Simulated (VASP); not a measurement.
A run of VASP 6.6.1:

File INCAR:

```
SYSTEM = GaB3
ALGO = Normal
EDIFF = 1E-6
EDIFFG = -0.04
ENCUT = 600
GGA = PE
IBRION = 2
ISIF = 3
ISMEAR = 0
LASPH = .True.
LCHARG = .False.
LREAL = .False.
LWAVE = .False.
NELM = 60
NSW = 90
PREC = Accurate
SIGMA = 0.1
```

KPOINTS

```
k-points
0
Gamma
  6 6 6
  0 0 0
```

POSCAR

```
GaB3
1.0
    0.0000000000      2.7369871000      2.7369871000
    2.7369871000      0.0000000000      2.7369871000
    2.7369871000      2.7369871000      0.0000000000
Ga B
1 3
Direct
    0.0000000000      0.0000000000      0.0000000000
    0.5000000000      0.5000000000      0.5000000000
    0.2500000000      0.2500000000      0.2500000000
    0.7500000000      0.7500000000      0.7500000000
```

Potentials or basis: VASP PAW PBE potentials, release 64 (Ga_d, B).

Run with:

```sh
$ cat potpaw_PBE.64/Ga_d/POTCAR potpaw_PBE.64/B/POTCAR > POTCAR
$ mpirun -np 1 vasp_std > vasp.out
```

Hardware: 1 thread of Intel(R) Xeon(R) Platinum 8488C (Sapphire Rapids), on a shared host.

Problem. How long does it take, and how much memory?

Solution. It took 45 s on 1 thread of Intel(R) Xeon(R) Platinum 8488C (Sapphire Rapids), on a shared host, peak memory 0.18 GiB. Counts: scf iterations 27, k points 16, ion steps 3.
